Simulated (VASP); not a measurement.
Input of a VASP 6.6.1 run:

The input POSCAR:

```
Ba2LaReF6
1.0
    0.0000000000      4.3727316800      4.3727316800
    4.3727316800      0.0000000000      4.3727316800
    4.3727316800      4.3727316800      0.0000000000
La Ba Re F
1 2 1 6
Direct
    0.5000000000      0.5000000000      0.5000000000
    0.2500000000      0.2500000000      0.2500000000
    0.7500000000      0.7500000000      0.7500000000
    0.0000000000      0.0000000000      0.0000000000
    0.7760000000      0.2240000000      0.2240000000
    0.2240000000      0.7760000000      0.2240000000
    0.2240000000      0.7760000000      0.7760000000
    0.7760000000      0.2240000000      0.7760000000
    0.2240000000      0.2240000000      0.7760000000
    0.7760000000      0.7760000000      0.2240000000
```

The input INCAR.step1:

```
SYSTEM = Ba2LaReF6
PREC     = Accurate       ! precision mode
ENCUT    = 520            ! plane-wave cutoff, eV
ISMEAR   = -5             ! smearing method
SIGMA    = 0.1            ! smearing width, eV
LREAL    = .FALSE.        ! projectors in reciprocal space
LASPH    = .TRUE.         ! aspherical terms in the spheres
NELM     = 100            ! most SCF steps
LMAXMIX  = 6              ! l up to which the mixer works
NBANDS   = 51             ! bands
GGA      = PE             ! functional
ALGO     = Normal         ! electronic algorithm
EDIFF    = 1E-4           ! SCF threshold, eV
LWAVE    = .TRUE.         ! write WAVECAR
LCHARG   = .FALSE.        ! write CHGCAR
```

The input INCAR.step2:

```
SYSTEM = Ba2LaReF6
PREC     = Accurate       ! precision mode
ENCUT    = 520            ! plane-wave cutoff, eV
EDIFF    = 1E-6           ! SCF threshold, eV
ISMEAR   = -5             ! smearing method
SIGMA    = 0.1            ! smearing width, eV
LREAL    = .FALSE.        ! projectors in reciprocal space
LASPH    = .TRUE.         ! aspherical terms in the spheres
NELM     = 100            ! most SCF steps
ALGO     = Normal         ! electronic algorithm
ISIF     = 2              ! what is computed and relaxed
LWAVE    = .FALSE.        ! write WAVECAR
LCHARG   = .FALSE.        ! write CHGCAR
LMAXMIX  = 6              ! l up to which the mixer works
METAGGA  = R2SCAN         ! meta-GGA
LMIXTAU  = .TRUE.       
LORBIT   = 11             ! projections on sites
NBANDS   = 51             ! bands
ISTART   = 1
```

File KPOINTS:

```
regular mesh
0
G
  5 5 5
  0 0 0
```

Potentials or basis: VASP PAW PBE potentials, release 64 (La, Ba_sv, Re, F).

Launch:

```sh
$ cat potpaw_PBE.64/La/POTCAR potpaw_PBE.64/Ba_sv/POTCAR potpaw_PBE.64/Re/POTCAR potpaw_PBE.64/F/POTCAR > POTCAR
$ cp INCAR.step1 INCAR
$ mpirun -np 1 vasp_std > vasp.out
$ cp INCAR.step2 INCAR
$ mpirun -np 1 vasp_std > vasp.out
```

Problem. Estimate the largest force.

Solution. 2.931 eV/Å.

Problem. What does it give for the band gap on the k mesh?

Solution. None (metal or under the smearing width).

Problem. Predict the pressure.

Solution. 14.9 GPa.

Forces in eV/Å, atoms in the order of the input:
```
La   0.000  0.000  0.000
Ba   0.000  0.000  0.000
Ba   0.000  0.000  0.000
Re   0.000  0.000  0.000
F    2.931  0.000  0.000
F    0.000  2.931  0.000
F   -2.931  0.000  0.000
F    0.000 -2.931  0.000
F    0.000  0.000  2.931
F    0.000  0.000 -2.931
```

Caveat: the PAW data sets were made with another functional, which shifts forces and pressure a little; tetrahedron occupations give inexact forces and stress in metals. Spin-orbit coupling is left out, which matters for the levels of Ba, La, Re.
